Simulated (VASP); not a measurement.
Level of theory: PBE GGA, VASP's PBE PAW potentials (set 64) (plane waves; VASP).

A VASP calculation is set up with these files.

**POSCAR**
```
FeO
1
    4.3300000000     2.1650000000     2.1650000000
    2.1650000000     4.3300000000     2.1650000000
    2.1650000000     2.1650000000     4.3300000000
Fe O
2 2
Direct
  0.0000000000   0.0000000000   0.0000000000
  0.5000000000   0.5000000000   0.5000000000
  0.2500000000   0.2500000000   0.2500000000
  0.7500000000   0.7500000000   0.7500000000
```

### INCAR
```
# general
SYSTEM  = FeO
PREC    = Accurate
ENCUT   = 800
LREAL   = .False.
LASPH   = .True.

# electronic loop
EDIFF   = 1E-6
NELM    = 100
ALGO    = Normal
LMAXMIX = 4

# smearing
ISMEAR  = 0
SIGMA   = 0.05

# functional
GGA     = PE

# spin
ISPIN   = 2
MAGMOM  = 4.0 -4.0 2*0.0

# ions
ISIF    = 2

# output
LWAVE   = .False.
LCHARG  = .False.
LORBIT  = 10
```

KPOINTS:
```
Automatic
0
gamma
 8 8 8
```

POTCAR, in this order: Fe O (PBE.64 set). Program: vasp_std.

What VASP printed:

### OSZICAR
```
       N       E                     dE             d eps       ncg     rms          rms(c)
DAV:   1     0.295642509103E+03    0.29564E+03   -0.18157E+04  4704   0.259E+03
DAV:   2     0.151350128699E+02   -0.28051E+03   -0.27153E+03  4704   0.451E+02
DAV:   3    -0.325634052602E+02   -0.47698E+02   -0.45286E+02  7072   0.190E+02
DAV:   4    -0.353169959718E+02   -0.27536E+01   -0.26317E+01  6378   0.429E+01
DAV:   5    -0.353932153879E+02   -0.76219E-01   -0.73184E-01  6506   0.634E+00    0.216E+01
DAV:   6    -0.315649205206E+02    0.38283E+01   -0.80371E+01  7382   0.115E+02    0.270E+01
DAV:   7    -0.297189612436E+02    0.18460E+01   -0.13165E+01  7672   0.802E+01    0.124E+01
DAV:   8    -0.298491016416E+02   -0.13014E+00   -0.17348E+00  5048   0.111E+01    0.772E+00
DAV:   9    -0.298035023386E+02    0.45599E-01   -0.39129E-01  8248   0.100E+01    0.158E+00
DAV:  10    -0.298105299845E+02   -0.70276E-02   -0.90674E-02  6754   0.599E+00    0.418E-01
DAV:  11    -0.298106508186E+02   -0.12083E-03   -0.18564E-02  7222   0.171E+00    0.173E-01
DAV:  12    -0.298107502919E+02   -0.99473E-04   -0.80223E-04  6560   0.341E-01    0.856E-02
DAV:  13    -0.298108007598E+02   -0.50468E-04   -0.20681E-04  6670   0.146E-01    0.515E-02
DAV:  14    -0.298108259965E+02   -0.25237E-04   -0.12597E-04  7326   0.981E-02    0.266E-02
DAV:  15    -0.298108339040E+02   -0.79075E-05   -0.37061E-05  6872   0.714E-02    0.185E-02
DAV:  16    -0.298108349376E+02   -0.10336E-05   -0.74090E-06  5230   0.439E-02    0.611E-03
DAV:  17    -0.298108352549E+02   -0.31732E-06   -0.11595E-06  2510   0.234E-02
   1 F= -.29810835E+02 E0= -.29807412E+02  d E =-.684696E-02  mag=    -0.0000
```

**OUTCAR**
```
------------------------ aborting loop because EDIFF is reached ----------------------------------------
  FORCE on cell =-STRESS in cart. coord.  units (eV):
  Direction    XX          YY          ZZ          XY          YZ          ZX
  --------------------------------------------------------------------------------------
  Total       -0.9865810     -0.9865810     -0.9865810      0.7333348      0.7333348      0.7333348
  in kB      -38.9412293    -38.9412293    -38.9412293     28.9453734     28.9453734     28.9453734
  external PRESSURE =     -38.9412293 kB  Pullay stress =       0.0000000 kB
  volume of cell :       40.59
      direct lattice vectors                 reciprocal lattice vectors
     4.330000000  2.165000000  2.165000000     0.346420323 -0.115473441 -0.115473441
     2.165000000  4.330000000  2.165000000    -0.115473441  0.346420323 -0.115473441
     2.165000000  2.165000000  4.330000000    -0.115473441 -0.115473441  0.346420323
 POSITION                                       TOTAL-FORCE (eV/Angst)
 -----------------------------------------------------------------------------------
      0.00000      0.00000      0.00000        -0.000000     -0.000000      0.000000
      4.33000      4.33000      4.33000        -0.000000      0.000000     -0.000000
      2.16500      2.16500      2.16500         0.000000     -0.000000      0.000000
      6.49500      6.49500      6.49500         0.000000      0.000000      0.000000
 -----------------------------------------------------------------------------------
    total drift:                                0.000000     -0.000000     -0.000000
  FREE ENERGIE OF THE ION-ELECTRON SYSTEM (eV)
  ---------------------------------------------------
  free  energy   TOTEN  =       -29.8108352549 eV

  energy  without entropy=      -29.8039882982  energy(sigma->0) =      -29.80741178

 total charge

# of ion       s       p       d       tot
------------------------------------------
    1        0.279   0.343   6.116   6.739
    2        0.279   0.343   6.116   6.739
    3        1.557   3.417   0.000   4.974
    4        1.557   3.417   0.000   4.974
--------------------------------------------------
tot          3.673   7.520  12.232  23.425

 magnetization (x)

# of ion       s       p       d       tot
------------------------------------------
    1        0.004   0.004   3.431   3.439
    2       -0.004  -0.004  -3.431  -3.439
    3        0.000   0.000   0.000   0.000
    4        0.000   0.000   0.000   0.000
--------------------------------------------------
tot          0.000   0.000   0.000   0.000
```
(Selected blocks of OUTCAR.)

OUTCAR:
```
 val. band max:        6.0805628659   @ k =   0.3750   0.2500   0.1250

 cond. band min:       6.0952337482   @ k =   0.3750   0.3750   0.3750


 Fermi energy:         6.0865993170

 spin component 1

 k-point     1 :       0.0000    0.0000    0.0000
  band No.  band energies     occupation
      1     -14.3929      1.00000
      2     -13.2624      1.00000
      3      -2.2609      1.00000
      4       0.0782      1.00000
      5       0.0782      1.00000
      6       2.4588      1.00000
      7       2.4633      1.00000
      8       2.4633      1.00000
      9       2.8283      1.00000
     10       2.8684      1.00000
     11       2.8685      1.00000
     12       3.9251      1.00000
     13       3.9252      1.00000
     14       5.9446      0.99997
     15       5.9448      0.99997
     16       6.3224      0.00000
     17       6.4629      0.00000
     18       7.9738      0.00000

 k-point     2 :       0.1250   -0.0000   -0.0000
  band No.  band energies     occupation
      1     -14.2588      1.00000
      2     -13.2493      1.00000
      3      -2.0094      1.00000
      4      -0.0120      1.00000
      5       0.1273      1.00000
      6       1.2612      1.00000
      7       1.9695      1.00000
      8       1.9886      1.00000
      9       2.8107      1.00000
     10       3.1532      1.00000
     11       3.2046      1.00000
     12       4.0351      1.00000
     13       4.3025      1.00000
     14       5.8801      1.00000
     15       6.0465      0.87165
     16       6.3473      0.00000
     17       7.2850      0.00000
     18       7.9231      0.00000

 k-point     3 :       0.2500   -0.0000   -0.0000
  band No.  band energies     occupation
      1     -13.9172      1.00000
      2     -13.2138      1.00000
      3      -1.3949      1.00000
      4      -0.3208      1.00000
      5      -0.1954      1.00000
      6       0.2278      1.00000
      7       1.2287      1.00000
...
```

The compound is FeO in the rock salt, AFM-II order structure. The cell was not relaxed at this level. The k-mesh is coarse (spacing up to 0.30 per Å, 2π included), so the numbers may not be converged in it. The run is one of a series of settings (ENCUT = 800 against the base run), some of them coarse on purpose.
